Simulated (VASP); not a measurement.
A VASP calculation is set up with these files.

### INCAR
```
SYSTEM = HfB2
PREC = Accurate; ENCUT = 520; LREAL = .FALSE.
LASPH = .FALSE.
EDIFF = 1E-6; NELM = 100; ALGO = Normal
LMAXMIX = 6
ISMEAR = 1; SIGMA = 0.1
GGA = PE
ISIF = 2
LWAVE = .FALSE.; LCHARG = .FALSE.
```

File POSCAR:
```
HfB2
1.0
  1.5379050000  -2.7108710000   0.0000000000
  1.5379050000   2.7108710000   0.0000000000
  0.0000000000   0.0000000000   3.4287890000
Hf B
1 2
direct
  0.0000000000   0.0000000000   0.0000000000
  0.3333330000   0.6666670000   0.5000000000
  0.6979980000   0.3646640000   0.5000000000
```

KPOINTS:
```
Automatic mesh
0
Gamma
10 10 8
0 0 0
```

POTCAR, in this order: Hf_pv B (PBE.64 set). Program: vasp_std.

Task: Translate this PBE calculation to Quantum ESPRESSO's pw.x.

Result: One equivalent input (not run):
```
&CONTROL
  calculation = 'scf'
  pseudo_dir = './pseudo'
  outdir = './out'
  tprnfor = .true.
  tstress = .true.
/
&SYSTEM
  ibrav = 0
  nat = 3
  ntyp = 2
  ecutwfc = 76
  occupations = 'smearing'
  smearing = 'methfessel-paxton'
  degauss = 0.00735
  input_dft = 'pbe'
/
&ELECTRONS
  conv_thr = 7.3e-08
  electron_maxstep = 100
/
ATOMIC_SPECIES
  Hf 178.490 Hf.upf
  B 10.810 B.upf
CELL_PARAMETERS angstrom
     1.5379050   -2.7108710    0.0000000
     1.5379050    2.7108710    0.0000000
     0.0000000    0.0000000    3.4287890
ATOMIC_POSITIONS crystal
  Hf   0.0000000  0.0000000  0.0000000
  B    0.3333330  0.6666670  0.5000000
  B    0.6979980  0.3646640  0.5000000
K_POINTS automatic
  10 10 8 0 0 0
```
Limits of the translation: the potentials are each code's own (VASP's PAW set, PseudoDojo norm-conserving files in pw.x), so ENCUT and ecutwfc are chosen apart and not converted; conv_thr bounds pw.x's estimated SCF error, while EDIFF bounds the energy change between steps.

The compound is HfB2 in the AlB2 type structure. The cell was not relaxed at this level, atoms are displaced from their ideal sites. The run is one of a series of settings (LASPH = .FALSE. against the base run), some of them coarse on purpose.
